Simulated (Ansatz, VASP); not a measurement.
# Cross-check of Si (Silicon) between VASP and Ansatz

Aim: how closely do two programs agree when they are given the same cell, functional and k mesh? The cell is taken from a series of VASP runs on this material, whose earlier steps may have relaxed, scaled or displaced it; both programs get it as it stands.

Method: plane waves, with VASP 6.6.1 beside it; band structure at r2SCAN-EpsX with an exact-exchange share of 0.075, in Ansatz 0.2.0.

## 1. The structure

It takes space group Fd-3m (No. 227, cubic). The conventional cell has a = 5.431 Å, b = 5.431 Å, c = 5.431 Å, α = 90.00°, β = 90.00°, γ = 90.00°. Nearest to Si lie 4 Si at 2.35 Å.

As a file:

```cif
data_structure
_symmetry_space_group_name_H-M 'P 1'
_symmetry_Int_Tables_number 1
_cell_length_a 3.8403
_cell_length_b 3.8403
_cell_length_c 3.8403
_cell_angle_alpha 60.000
_cell_angle_beta 60.000
_cell_angle_gamma 60.000
_cell_volume 40.05
loop_
_atom_site_label
_atom_site_type_symbol
_atom_site_fract_x
_atom_site_fract_y
_atom_site_fract_z
_atom_site_occupancy
Si1 Si 0.75000 0.75000 0.75000 1
Si2 Si 0.50000 0.50000 0.50000 1
```

## 2. VASP: band structure, r2SCAN-EpsX with an exact-exchange share of 0.075

The same path points are solved in both programs, so levels can be compared one by one.

Lines of VASP's logs that name or quote its potential files are left out, and so is its time.

The run reads the wave functions of an earlier VASP run, which isn't shown here.

Contents of INCAR:

```
SYSTEM = Si
PREC = Accurate
ENCUT = 350
EDIFF = 1E-06
NELM = 100
ISMEAR = 0
SIGMA = 0.03
LREAL = .FALSE.
ALGO = Normal
LHFCALC = .TRUE.
AEXX = 0.075
METAGGA = R2SCAN
LASPH = .TRUE.
NBANDS = 10
PRECFOCK = Fast
HFRCUT = -1
LORBIT = 11
LWAVE = .FALSE.
LCHARG = .FALSE.
KPAR = 8
```

Contents of POSCAR:

```
Si
1.0
    0.0000000000      2.7154800000      2.7154800000
    2.7154800000      0.0000000000      2.7154800000
    2.7154800000      2.7154800000      0.0000000000
Si
2
Direct
    0.7500000000      0.7500000000      0.7500000000
    0.5000000000      0.5000000000      0.5000000000
```

Contents of KPOINTS:

```
Automatic mesh
0
Gamma
5 5 5
0 0 0
```

Contents of KPOINTS_OPT:

```
Line mode
10
Line-mode
Reciprocal
  0.00000000   0.00000000   0.00000000 GAMMA
  0.50000000   0.00000000   0.50000000 X

  0.50000000   0.00000000   0.50000000 X
  0.50000000   0.25000000   0.75000000 W

  0.50000000   0.25000000   0.75000000 W
  0.37500000   0.37500000   0.75000000 K

  0.37500000   0.37500000   0.75000000 K
  0.00000000   0.00000000   0.00000000 GAMMA

  0.00000000   0.00000000   0.00000000 GAMMA
  0.50000000   0.50000000   0.50000000 L

  0.50000000   0.50000000   0.50000000 L
  0.62500000   0.25000000   0.62500000 U

  0.62500000   0.25000000   0.62500000 U
  0.50000000   0.25000000   0.75000000 W

  0.50000000   0.25000000   0.75000000 W
  0.50000000   0.50000000   0.50000000 L

  0.50000000   0.50000000   0.50000000 L
  0.37500000   0.37500000   0.75000000 K

  0.62500000   0.25000000   0.62500000 U
  0.50000000   0.00000000   0.50000000 X
```

The projector-augmented-wave data sets are Si (PBE family, release 64).

The run is started by

```console
$ mpirun -np 8 vasp_std
```

Numbers of over 12 decimals in the logs are rounded to 6 here.

What it wrote:

```text
[banner, memory and clock lines left out]
running    8 mpi-ranks, on    1 nodes
 distrk:  each k-point on    1 cores,    8 groups
 distr:  one band on    1 cores,    1 groups

 POSCAR found type information on POSCAR Si
 POSCAR found :  1 types and       2 ions
|                                                                             |
|           W    W    AA    RRRRR   N    N  II  N    N   GGGG   !!!           |
|           W    W   A  A   R    R  NN   N  II  NN   N  G    G  !!!           |
|           W    W  A    A  R    R  N N  N  II  N N  N  G       !!!           |
|           W WW W  AAAAAA  RRRRR   N  N N  II  N  N N  G  GGG   !            |
|           WW  WW  A    A  R   R   N   NN  II  N   NN  G    G                |
|           W    W  A    A  R    R  N    N  II  N    N   GGGG   !!!           |
|                                                                             |
|     For optimal performance we recommend to set                             |
|       NCORE = 2 up to number-of-cores-per-socket                            |
|     NCORE specifies how many cores store one orbital (NPAR=cpu/NCORE).      |
|     This setting can greatly improve the performance of VASP for DFT.       |
|     The default, NCORE=1 might be grossly inefficient on modern             |
|     multi-core architectures or massively parallel machines. Do your        |
|     Unfortunately you need to use the default for GW and RPA                |
|     calculations (for HF NCORE is supported but not extensively tested      |
|     yet).                                                                   |
|                                                                             |

|                                                                             |
|               ----> ADVICE to this user running VASP <----                  |
|                                                                             |
|     You enforced a specific xc type in the INCAR file but a different       |
|     [... a line on the potential file left out ...]
|     I HOPE YOU KNOW WHAT YOU ARE DOING!                                     |
|                                                                             |

 LDA part: xc-table for (None), standard interpolation
 found WAVECAR, reading the header
 POSCAR, INCAR and KPOINTS ok, starting setup
 FFT: planning ... GRIDC
 FFT: planning ... GRID_SOFT
 FFT: planning ... GRID
 HFRCUT set to (new)   10.611996
 reading WAVECAR
 the WAVECAR file was read successfully
 initial charge from wavefunction
 entering main loop
       N       E                     dE             d eps       ncg     rms          rms(c)
DAV:   1    -0.177880619323E+02   -0.17788E+02   -0.99460E-01   200   0.660E+00    0.430E+00
DAV:   2    -0.177934989029E+02   -0.54370E-02   -0.14240E-02   268   0.901E-01    0.304E+00
DAV:   3    -0.177935227669E+02   -0.23864E-04   -0.12398E-04   214   0.763E-02    0.182E+00
DAV:   4    -0.177933765731E+02    0.14619E-03   -0.22471E-05   222   0.357E-02    0.108E+00
DAV:   5    -0.177932852983E+02    0.91275E-04   -0.95357E-06   226   0.246E-02    0.629E-01
DAV:   6    -0.177932374219E+02    0.47876E-04   -0.40193E-06   234   0.164E-02    0.366E-01
DAV:   7    -0.177932126707E+02    0.24751E-04   -0.16211E-06   212   0.107E-02    0.212E-01
DAV:   8    -0.177931996133E+02    0.13057E-04   -0.61982E-07   136   0.688E-03    0.123E-01
DAV:   9    -0.177931925247E+02    0.70886E-05   -0.33815E-07   118   0.524E-03    0.707E-02
DAV:  10    -0.177931886044E+02    0.39203E-05   -0.12357E-07   118   0.316E-03    0.406E-02
DAV:  11    -0.177931863945E+02    0.22099E-05   -0.58663E-08   118   0.219E-03    0.232E-02
DAV:  12    -0.177931851307E+02    0.12639E-05   -0.27572E-08   118   0.145E-03    0.131E-02
DAV:  13    -0.177931844055E+02    0.72518E-06   -0.12625E-08   112   0.986E-04
   1 F= -.17793184E+02 E0= -.17793184E+02  d E =-.212053E-16
 Start KPOINTS_OPT (optional k-point list driver)
k-point batch [1-10\100]
       N       E                     dE             ncg
DAV:   1     0.254484303108E+03   -0.81506E+03      200
DAV:   2     0.789289827183E+02   -0.17556E+03      304
DAV:   3     0.706597068053E+02   -0.82693E+01      270
DAV:   4     0.705198769624E+02   -0.13983E+00      250
DAV:   5     0.705186488646E+02   -0.12281E-02      266
DAV:   6     0.705186404606E+02   -0.84040E-05      258
DAV:   7     0.705186403933E+02   -0.67317E-07      232
[...]
k-point batch [91-100\100]
       N       E                     dE             ncg
DAV:   1     0.130080865011E+03   -0.25840E+04      200
DAV:   2    -0.204273677227E+02   -0.15051E+03      274
DAV:   3    -0.241511018697E+02   -0.37237E+01      284
DAV:   4    -0.241755899874E+02   -0.24488E-01      260
DAV:   5    -0.241756942259E+02   -0.10424E-03      284
DAV:   6    -0.241756952234E+02   -0.99744E-06      296
```

Parts of OUTCAR (step 2):

```text
ion  position               nearest neighbor table
   1  0.750  0.750  0.750-   2 2.35   2 2.35   2 2.35   2 2.35
   2  0.500  0.500  0.500-   1 2.35   1 2.35   1 2.35   1 2.35

  LATTYP: Found a face centered cubic cell.
 ALAT       =     5.4309600000

 Subroutine GETGRP returns: Found 48 space group operations
 (whereof 24 operations were pure point group operations)

The static configuration has the point symmetry T_d .
 The point group associated with its full space group is O_h .

 Found     10 irreducible k-points:

   k-points           NKPTS =     10   k-points in BZ     NKDIM =    125   number of bands    NBANDS=     10

   dimension x,y,z NGX =    24 NGY =   24 NGZ =   24
   dimension x,y,z NGXF=    48 NGYF=   48 NGZF=   48

   ENCUT  =  350.0 eV  25.72 Ry    5.07 a.u.   5.86  5.86  5.86*2*pi/ulx,y,z

   NELECT =       8.0000    total number of electrons

 k-points in reciprocal lattice and weights: Automatic mesh
   0.00000000  0.00000000  0.00000000       0.008
   0.20000000  0.00000000  0.00000000       0.064
   0.40000000  0.00000000  0.00000000       0.064
   0.20000000  0.20000000  0.00000000       0.048
   0.40000000  0.20000000  0.00000000       0.192
  -0.40000000  0.20000000  0.00000000       0.192
  -0.20000000  0.20000000  0.00000000       0.096
   0.40000000  0.40000000  0.00000000       0.048
  -0.40000000  0.40000000  0.00000000       0.096
  -0.40000000  0.40000000  0.20000000       0.192

  exchange ACFDT corr.  =         0.00000000  see jH, gK, PRB 81, 115126

 average (electrostatic) potential at core
       1 -84.6573       2 -84.6573

 E-fermi :   5.7304

 k-point     1 :       0.0000    0.0000    0.0000
  band No.  band energies     occupation
      1      -7.3222      2.00000
      2       5.5645      2.00000
      3       5.5645      2.00000
      4       5.5645      2.00000
      5       8.7103      0.00000
      6       8.7103      0.00000
      7       8.7103      0.00000
      8       9.9524      0.00000
      9      14.1698      0.00000
    ...

 k-point     2 :       0.2000    0.0000    0.0000
  band No.  band energies     occupation
      1      -6.7695      2.00000
      2       2.3745      2.00000
      3       4.9410      2.00000
      4       4.9410      2.00000
      5       8.4943      0.00000
      6       9.5786      0.00000
      7       9.5786      0.00000
      8      12.6635      0.00000
      9      13.4849      0.00000
    ...

 k-point     3 :       0.4000    0.0000    0.0000
  band No.  band energies     occupation
      1      -5.2945      2.00000
      2      -1.1716      2.00000
      3       4.3343      2.00000
      4       4.3343      2.00000
      5       7.8924      0.00000
      6       9.6381      0.00000
      7       9.6381      0.00000
      8      14.4175      0.00000
      9      15.5910      0.00000
    ...

  energy-cutoff  :      350.00
  volume of cell :       40.05
      direct lattice vectors                 reciprocal lattice vectors
     0.000000000  2.715480000  2.715480000    -0.184129509  0.184129509  0.184129509
     2.715480000  0.000000000  2.715480000     0.184129509 -0.184129509  0.184129509
     2.715480000  2.715480000  0.000000000     0.184129509  0.184129509 -0.184129509

 POSITION                                       TOTAL-FORCE (eV/Angst)
 -----------------------------------------------------------------------------------
      4.07322      4.07322      4.07322         0.000000      0.000000      0.000000
      2.71548      2.71548      2.71548        -0.000000     -0.000000     -0.000000
 -----------------------------------------------------------------------------------
    total drift:                               -0.000000      0.000000      0.000000

  FREE ENERGIE OF THE ION-ELECTRON SYSTEM (eV)
  ---------------------------------------------------
  free  energy   TOTEN  =       -17.7931844055 eV

  energy  without entropy=      -17.7931844055  energy(sigma->0) =      -17.79318441

 total charge
# of ion       s       p       d       tot
------------------------------------------
    1        0.745   0.976   0.000   1.720
    2        0.745   0.976   0.000   1.720
--------------------------------------------------
tot          1.489   1.952   0.000   3.441

[... 3 further parts left out ...]
```

The k-mesh is coarse for unscreened exact exchange, which converges slowly with it.

(Continued in part 2 of 2.)

[Lines on the potential files, build, host, timing and source positions are cut from VASP's logs without a mark.]

[Logs are printed without paths, hosts, clocks, repeated set-up lines and the standing remarks that a program may print on its own settings, such as how far it seeks lower states.]

[Hosts, paths, dates, database ids (printed as entryN), source tags and the programs' standing remarks are cut or masked in the printed files.]
